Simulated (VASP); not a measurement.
**KI: band gap against strain**

KI (rock salt, Fm-3m, 43.248 Å³/atom and stress up to 0.03 GPa in the relaxed cell, cube axes along x, y and z) under an equal strain ε along all three axes. PBEsol in VASP (plane waves, PAW), 480 eV, 8×8×8 Γ-centred mesh, Gaussian smearing 0.05 eV; ions are relaxed, or left where forces stay under 0.02 eV/Å, within the symmetry of each cell. Gaps are the smallest on the run's k-mesh, which can miss an edge that lies off it, without spin-orbit coupling; in all rows the valence edge lies at Γ and the conduction edge at Γ.

Here s stands for strain and Eg for gap.

```csv
strain (%),gap (eV)
-3.00,?
-1.50,3.957
-1.00,3.922
-0.50,3.888
0.00,3.855
0.50,3.823
1.00,3.792
1.50,3.762
```

Fit Eg of the 7 rows that show it with a straight line. Means: s 0, Eg 3.8570. About the means, the sum of products is -0.45500 and the sum of squares of s is 7.0000; the slope is their ratio. Least squares gives Eg = 3.8570 - 0.06500·s. Residuals (row less fit): 0.0025, 0.0000, -0.0015, -0.0020, -0.0015, 0.0000, 0.0025; standard error 0.0020 (degrees of freedom: 5). Over these rows the gap moves by -6.50 ± 0.08 eV per unit strain, or -2.2 eV per unit of ln V.

**Question.** Estimate the missing Eg (s = -3.00); what did the run itself give?

**Answer.** Eg = 3.8570 - 0.06500 × (-3.0) = 4.0520 eV. The calculation gives 4.068 eV, 0.0160 eV above the prediction (5.2 % of the range of Eg in the table). The row lies outside the fitted rows, so this is an extrapolation. From the scatter of the fitted rows alone, a prediction at this place has a standard error of 0.0032 eV, so the miss is 5.0 times that.

A polynomial of degree 2 through the 12 other runs of the series gives 4.067 there, so most of the miss is curvature that the fit leaves out. Other structures, which can take over under pressure, weren't tried. Spin-orbit coupling is left out, which can shift this property for KI. Rows are the converged runs of the series near zero and its far end, less any whose ions stayed unrelaxed beside relaxed ones; series whose fitted rows scatter by over a few per cent of the range, as at a crossing or softening among them, aren't shown in this form. Most that stay on the fit to the last digits aren't either.
